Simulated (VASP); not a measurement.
Take Cu (fcc), against free atoms with fixed spin and no zero-point term, in VASP with PAW potentials, and its cohesive energy.

Problem. One run gives 4.06 eV/atom. Which level is it?
A) LDA
B) revTPSS
C) r2SCAN
D) SCAN

Solution. B, revTPSS.  The others give 4.52 (LDA), 3.88 (SCAN), 3.86 (r2SCAN).

Only levels that ran to the end are used. Left out are those held back, those with too coarse a band path, GW runs whose mesh misses a band edge, hybrids' fits of cells that aren't cubic and levels without matching references; a question may draw on a part of the rest.

The compound is Cu in the fcc structure.
